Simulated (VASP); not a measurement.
# AlCr2F4 (Fd-3m) in VASP: single point with PBEsol

Aim: the single point of AlCr2F4 with PBEsol.

Program: VASP 6.6.1. These are calculated values, not measurements. Logs are shortened: lines on timing, memory, paths and dates and some standing lists are left out, and cuts for length are marked.

## (1) Starting point

It takes space group Fd-3m (No. 227, cubic). The conventional cell has a = 8.630 Å, b = 8.630 Å, c = 8.630 Å, α = 90.00°, β = 90.00°, γ = 90.00°. Al (site symmetry -43m) has 4 F at 1.88 Å as nearest neighbours. Around Cr (site symmetry -3m) lie 6 F at 2.15 Å. F (site symmetry 3m) is surrounded by 1 Al at 1.88 Å and 3 Cr at 2.15 Å.

The cell was built by a generator and needn't be a form met in nature.

## (2) Single point, PBEsol

Contents of INCAR:

```
SYSTEM = AlCr2F4
PREC = Accurate
ENCUT = 520
EDIFF = 1E-7
ISMEAR = 1
SIGMA = 0.1024
LREAL = .FALSE.
LASPH = .TRUE.
NELM = 100
ALGO = Fast
ISIF = 2
LWAVE = .FALSE.
LCHARG = .FALSE.
GGA = PS
NBANDS = 68
```

Contents of KPOINTS:

```
regular mesh
0
G
  7 7 7
  0 0 0
```

Contents of POSCAR:

```
AlCr2F4
1.0
    0.0000000000      4.3149627500      4.3149627500
    4.3149627500      0.0000000000      4.3149627500
    4.3149627500      4.3149627500      0.0000000000
Al Cr F
2 4 8
Direct
    0.0000000000      0.0000000000      0.0000000000
    0.2500000000      0.2500000000      0.2500000000
    0.6250000000      0.6250000000      0.6250000000
    0.1250000000      0.6250000000      0.6250000000
    0.6250000000      0.6250000000      0.1250000000
    0.6250000000      0.1250000000      0.6250000000
    0.3760000000      0.3760000000      0.3760000000
    0.3780000000      0.8740000000      0.8740000000
    0.3760000000      0.3760000000      0.8720000000
    0.8740000000      0.3780000000      0.8740000000
    0.8720000000      0.3760000000      0.3760000000
    0.8740000000      0.8740000000      0.8740000000
    0.3760000000      0.8720000000      0.3760000000
    0.8740000000      0.8740000000      0.3780000000
```

Potentials or basis: VASP PAW PBE potentials, release 64 (Al, Cr_pv, F).

On the command line:

```sh
$ cat potpaw_PBE.64/Al/POTCAR potpaw_PBE.64/Cr_pv/POTCAR potpaw_PBE.64/F/POTCAR > POTCAR
$ mpirun -np 1 vasp_std > vasp.out
```

OUTCAR:

```text
SYSTEM = AlCr2F4
   PREC = Accurate
   ENCUT = 520
   EDIFF = 1E-7
   ISMEAR = 1
   LREAL = .FALSE.
   LASPH = .TRUE.
   NELM = 100
   ISIF = 2
   GGA = PS

 ion  position               nearest neighbor table
   1  0.000  0.000  0.000-  12 1.88  10 1.88   8 1.88  14 1.88
   2  0.250  0.250  0.250-   7 1.88   9 1.88  11 1.88  13 1.88
   3  0.625  0.625  0.625-   8 2.15  10 2.15  11 2.15  13 2.15   9 2.15  14 2.15   4 3.05   5 3.05
                             6 3.05   5 3.05   6 3.05   4 3.05
   4  0.125  0.625  0.625-   9 2.15  10 2.15  13 2.15  14 2.15   7 2.15  12 2.15   3 3.05   5 3.05
                             6 3.05   3 3.05   5 3.05   6 3.05
   5  0.625  0.625  0.125-   8 2.15  10 2.15  11 2.15  13 2.15  12 2.15   7 2.15   3 3.05   3 3.05
                             4 3.05   6 3.05   6 3.05   4 3.05
   6  0.625  0.125  0.625-   8 2.15   9 2.15  11 2.15  14 2.15  12 2.15   7 2.15   3 3.05   5 3.05
                             3 3.05   4 3.05   5 3.05   4 3.05
   7  0.376  0.376  0.376-   2 1.88   4 2.15   5 2.15   6 2.15
   8  0.378  0.874  0.874-   1 1.88   5 2.15   6 2.15   3 2.15
   9  0.376  0.376  0.872-   2 1.88   4 2.15   6 2.15   3 2.15
  10  0.874  0.378  0.874-   1 1.88   4 2.15   5 2.15   3 2.15
  11  0.872  0.376  0.376-   2 1.88   5 2.15   6 2.15   3 2.15
  12  0.874  0.874  0.874-   1 1.88   4 2.15   5 2.15   6 2.15
  13  0.376  0.872  0.376-   2 1.88   4 2.15   5 2.15   3 2.15
  14  0.874  0.874  0.378-   1 1.88   4 2.15   6 2.15   3 2.15

  LATTYP: Found a face centered cubic cell.
 ALAT       =     8.6299255000

  Lattice vectors:

 A1 = (   0.0000000000,   4.3149627500,   4.3149627500)
 A2 = (   4.3149627500,   0.0000000000,   4.3149627500)
 A3 = (   4.3149627500,   4.3149627500,   0.0000000000)

Analysis of symmetry for initial positions (statically):
=====================================================================
 Subroutine PRICEL returns:
 Original cell was already a primitive cell.

 Routine SETGRP: Setting up the symmetry group for a
 face centered cubic supercell.

 Subroutine GETGRP returns: Found 48 space group operations
 (whereof 24 operations were pure point group operations)
 out of a pool of 48 trial point group operations.

The static configuration has the point symmetry T_d .
 The point group associated with its full space group is O_h .

Analysis of symmetry for dynamics (positions and initial velocities):
=====================================================================
 Subroutine PRICEL returns:
 Original cell was already a primitive cell.

 Routine SETGRP: Setting up the symmetry group for a
 face centered cubic supercell.

 Subroutine GETGRP returns: Found 48 space group operations
 (whereof 24 operations were pure point group operations)
 out of a pool of 48 trial point group operations.

The dynamic configuration has the point symmetry T_d .
 The point group associated with its full space group is O_h .

 Subroutine INISYM returns: Found 48 space group operations
 (whereof 24 operations are pure point group operations),
 and found     1 'primitive' translations

----------------------------------------------------------------------------------------

                                     Primitive cell

  volume of cell :     160.6798

  direct lattice vectors                    reciprocal lattice vectors
     0.000000000  4.314962750  4.314962750    -0.115875855  0.115875855  0.115875855
     4.314962750  0.000000000  4.314962750     0.115875855 -0.115875855  0.115875855
     4.314962750  4.314962750  0.000000000     0.115875855  0.115875855 -0.115875855

  length of vectors
     6.102278842  6.102278842  6.102278842     0.200702869  0.200702869  0.200702869

  position of ions in fractional coordinates (direct lattice)
     0.000000000  0.000000000  0.000000000
     0.250000000  0.250000000  0.250000000
     0.625000000  0.625000000  0.625000000
     0.125000000  0.625000000  0.625000000
     0.625000000  0.625000000  0.125000000
     0.625000000  0.125000000  0.625000000
     0.376000000  0.376000000  0.376000000
     0.378000000  0.874000000  0.874000000
     0.376000000  0.376000000  0.872000000
     0.874000000  0.378000000  0.874000000
     0.872000000  0.376000000  0.376000000
     0.874000000  0.874000000  0.874000000
     0.376000000  0.872000000  0.376000000
     0.874000000  0.874000000  0.378000000

  ion indices of the primitive-cell ions
   primitive index   ion index
                 1           1
                 2           2
                 3           3
                 4           4
                 5           5
                 6           6
                 7           7
                 8           8
                 9           9
                10          10
                11          11
                12          12
                13          13
                14          14

----------------------------------------------------------------------------------------

 KPOINTS: regular mesh

Automatic generation of k-mesh.
 Grid dimensions read from file:
 generate k-points for:    7    7    7

 Generating k-lattice:

  Cartesian coordinates                     Fractional coordinates (reciprocal lattice)
    -0.016553694  0.016553694  0.016553694     0.142857143  0.000000000  0.000000000
     0.016553694 -0.016553694  0.016553694     0.000000000  0.142857143  0.000000000
     0.016553694  0.016553694 -0.016553694     0.000000000  0.000000000  0.142857143

  Length of vectors
     0.028671838  0.028671838  0.028671838

  Shift w.r.t. Gamma in fractional coordinates (k-lattice)
     0.000000000  0.000000000  0.000000000

 Subroutine IBZKPT returns following result:
 ===========================================

 Found     20 irreducible k-points:

 Following reciprocal coordinates:
            Coordinates               Weight
  0.000000  0.000000  0.000000      1.000000
  0.142857  0.000000  0.000000      8.000000
  0.285714  0.000000  0.000000      8.000000
  0.428571  0.000000  0.000000      8.000000
  0.142857  0.142857  0.000000      6.000000
  0.285714  0.142857  0.000000     24.000000
[... 12 lines left out ...]
 -0.428571  0.428571  0.142857     24.000000
 -0.285714  0.428571  0.142857     24.000000
   k-points           NKPTS =     20   k-points in BZ     NKDIM =     20   number of bands    NBANDS=     68
   number of dos      NEDOS =    301   number of ions     NIONS =     14
   total plane-waves  NPLWV = 110592
   dimension x,y,z NGX =    48 NGY =   48 NGZ =   48
   dimension x,y,z NGXF=    96 NGYF=   96 NGZF=   96
   ions per type =               2   4   8
   NGX,Y,Z   is equivalent  to a cutoff of  13.08, 13.08, 13.08 a.u.
   NGXF,Y,Z  is equivalent  to a cutoff of  26.15, 26.15, 26.15 a.u.
 SYSTEM =  AlCr2F4
   PREC   = accura    normal or accurate (medium, high low for compatibility)
   ISTART =      0    job   : 0-new  1-cont  2-samecut
   ICHARG =      2    charge: 1-file 2-atom 10-const
   ISPIN  =      1    spin polarized calculation?
   LNONCOLLINEAR =      F non collinear calculations
   LSORBIT =      F    spin-orbit coupling
   LASPH  =      T    aspherical Exc in radial PAW
   ENCUT  =  520.0 eV  38.22 Ry    6.18 a.u.  11.35 11.35 11.35*2*pi/ulx,y,z
   NELM   =    100;   NELMIN=  2; NELMDL= -5     # of ELM steps
   EDIFF  = 0.1E-06   stopping-criterion for ELM
   LREAL  =      F    real-space projection
   EDIFFG = 0.1E-05   stopping-criterion for IOM
   NSW    =      0    number of steps for IOM
   IBRION =     -1    ionic relax: 0-MD 1-quasi-New 2-CG
   NFREE  =      0    steps in history (QN), initial steepest desc. (CG)
   ISIF   =      2    stress and relaxation
   ISYM   =      2    0-nonsym 1-usesym 2-fastsym
   POTIM  = 0.5000    time-step for ionic-motion
   TEBEG  =    0.0;   TEEND  =   0.0 temperature during run
   PSTRESS=    0.0 pullay stress
   NELECT =     110.0000    total number of electrons
   NUPDOWN=      -1.0000    fix difference up-down
   EMIN   =  10.00;   EMAX   =-10.00  energy-range for DOS
   EFERMI =   0.00;   METHOD = LEGACY
   ISMEAR =     1;   SIGMA  =   0.10  broadening in eV -4-tet -1-fermi 0-gaus
   EFERMI_NEDOS =   21; number of points for ismear=-14 and -15
   IALGO  =     68    algorithm
   IMIX   =      4    mixing-type and parameters
     AMIX     =   0.40;   BMIX     =  1.00
     AMIX_MAG =   1.60;   BMIX_MAG =  1.00
  volume/ion in A,a.u.               =      11.48        77.45
  Fermi-wavevector in a.u.,A,eV,Ry     =   1.442842  2.726575 28.324501  2.081792
  Thomas-Fermi vector in A             =   2.561316
   LORBIT       =      0    0 simple, 1 ext, 2 COOP (PROOUT), +10 PAW based schemes
   GGA     = PS    functional components
   LHFCALC =     F    Hartree Fock is set to
   AEXX    =    0.0000 exact exchange contribution
   IVDW    =     0    specifies the selected vdW correction
   LEPSILON=     F    determine dielectric tensor
   LRPA    =     F    only Hartree local field effects (RPA)
 non-spin polarized calculation
 RMM-DIIS sequential band-by-band and
 Methfessel and Paxton  Order N= 1 SIGMA  =   0.10
  energy-cutoff  :      520.00
  volume of cell :      160.68
 maximum number of plane-waves:      4356
 NGX is ok and might be reduce to    48
   NGX = 23   NGY = 23   NGZ = 23

 number of electron     110.0000001 magnetization

 Free energy of the ion-electron system (eV)
  ---------------------------------------------------
  ext. energy  EPLUGINS =         0.00000000
  ---------------------------------------------------
  free energy    TOTEN  =       -75.99663471 eV

  energy without entropy =      -75.98672297  energy(sigma->0) =      -75.99333080

 E-fermi :   7.8715     XC(G=0): -11.2356

 val. band max:        7.8677575753   @ k =  -0.2857   0.4286   0.1429
 cond. band min:       7.8759649754   @ k =   0.2857   0.1429   0.0000
 fundamental gap:      0.0082074002
 Fermi energy:         7.8714994747

 k-point     1 :       0.0000    0.0000    0.0000
  band No.  band energies     occupation
      1     -35.4265      2.00000
      2     -35.3996      2.00000
      3     -35.3996      2.00000
      4     -35.3996      2.00000
      5     -35.3705      2.00000
      6     -35.3705      2.00000
[... 59 lines left out ...]
     66       8.7429     -0.00000
     67       9.9669      0.00000

 k-point     2 :       0.1429    0.0000    0.0000
  band No.  band energies     occupation
      1     -35.4215      2.00000
      2     -35.3978      2.00000
      3     -35.3969      2.00000
      4     -35.3969      2.00000
      5     -35.3697      2.00000
      6     -35.3697      2.00000
[... 59 lines left out ...]
     66       8.9501     -0.00000
     67       9.8601     -0.00000

 k-point     3 :       0.2857    0.0000    0.0000
  band No.  band energies     occupation
      1     -35.4128      2.00000
      2     -35.3907      2.00000
      3     -35.3907      2.00000
      4     -35.3879      2.00000
      5     -35.3666      2.00000
      6     -35.3665      2.00000
[... 1179 lines left out ...]
     66       9.2223     -0.00000
     67       9.3899     -0.00000

 k-point    20 :      -0.2857    0.4286    0.1429
  band No.  band energies     occupation
      1     -35.3888      2.00000
      2     -35.3803      2.00000
      3     -35.3747      2.00000
      4     -35.3745      2.00000
      5     -35.3612      2.00000
      6     -35.3564      2.00000
[... 59 lines left out ...]
     66       9.0812     -0.00000
     67       9.1354     -0.00000
 [bands above 67 left out]

------------------------ aborting loop because EDIFF is reached ----------------------------------------

  FORCE on cell =-STRESS in cart. coord.  units (eV):
  Direction    XX          YY          ZZ          XY          YZ          ZX
  --------------------------------------------------------------------------------------
  -------------------------------------------------------------------------------------
  Total        3.1559824      3.1559824      3.1559824      0.0000000      0.0000000      0.0000000
  in kB       31.4690773     31.4690773     31.4690773      0.0000000      0.0000000      0.0000000
  external PRESSURE =      31.4690773 kB  Pullay stress =       0.0000000 kB

 VOLUME and BASIS-vectors are now :
 -----------------------------------------------------------------------------
  energy-cutoff  :      520.00
  volume of cell :      160.68
      direct lattice vectors                 reciprocal lattice vectors
     0.000000000  4.314962750  4.314962750    -0.115875855  0.115875855  0.115875855
     4.314962750  0.000000000  4.314962750     0.115875855 -0.115875855  0.115875855
     4.314962750  4.314962750  0.000000000     0.115875855  0.115875855 -0.115875855

 POSITION                                       TOTAL-FORCE (eV/Angst)
 -----------------------------------------------------------------------------------
      0.00000      0.00000      0.00000         0.000000      0.000000      0.000000
      2.15748      2.15748      2.15748         0.000000      0.000000      0.000000
      5.39370      5.39370      5.39370         0.000000      0.000000      0.000000
      5.39370      3.23622      3.23622         0.000000      0.000000      0.000000
      3.23622      3.23622      5.39370         0.000000      0.000000      0.000000
      3.23622      5.39370      3.23622         0.000000      0.000000      0.000000
      3.24485      3.24485      3.24485        -0.083300     -0.083300     -0.083300
      7.54255      5.40233      5.40233         0.083300     -0.083300     -0.083300
      5.38507      5.38507      3.24485         0.083300      0.083300     -0.083300
      5.40233      7.54255      5.40233        -0.083300      0.083300     -0.083300
      3.24485      5.38507      5.38507        -0.083300      0.083300      0.083300
      7.54255      7.54255      7.54255         0.083300      0.083300      0.083300
      5.38507      3.24485      5.38507         0.083300     -0.083300      0.083300
      5.40233      5.40233      7.54255        -0.083300     -0.083300      0.083300
 -----------------------------------------------------------------------------------
    total drift:                                0.000000      0.000000      0.000000

  FREE ENERGIE OF THE ION-ELECTRON SYSTEM (eV)
  ---------------------------------------------------
  free  energy   TOTEN  =       -75.9966347094 eV

  energy  without entropy=      -75.9867229749  energy(sigma->0) =      -75.99333080
```

Run time: 11 min. Hardware: 1 thread of AMD EPYC 7R13 (Zen 3), shared host; peak memory 0.38 GiB.

What came out:

```
Free energy            : -75.9966 eV
Pressure               : 3.1 GPa
Largest force          : 0.144 eV/Å
Band gap on the k mesh : none (metal or under the smearing width)
```

Forces on the atoms (eV/Å):
```
Al   0.000  0.000  0.000
Al   0.000  0.000  0.000
Cr   0.000  0.000  0.000
Cr   0.000  0.000  0.000
Cr   0.000  0.000  0.000
Cr   0.000  0.000  0.000
F   -0.083 -0.083 -0.083
F    0.083 -0.083 -0.083
F    0.083  0.083 -0.083
F   -0.083  0.083 -0.083
F   -0.083  0.083  0.083
F    0.083  0.083  0.083
F    0.083 -0.083  0.083
F   -0.083 -0.083  0.083
```

Caveat: the PAW data sets were made with another functional, which shifts forces and pressure a little; the run has no spin polarisation, though such a crystal can be magnetic; semilocal functionals often make such compounds metallic where correlation or magnetic order opens a gap, which also shifts bond lengths. Spin polarisation is off, so any magnetic state and its effect on volume and gap are missing.
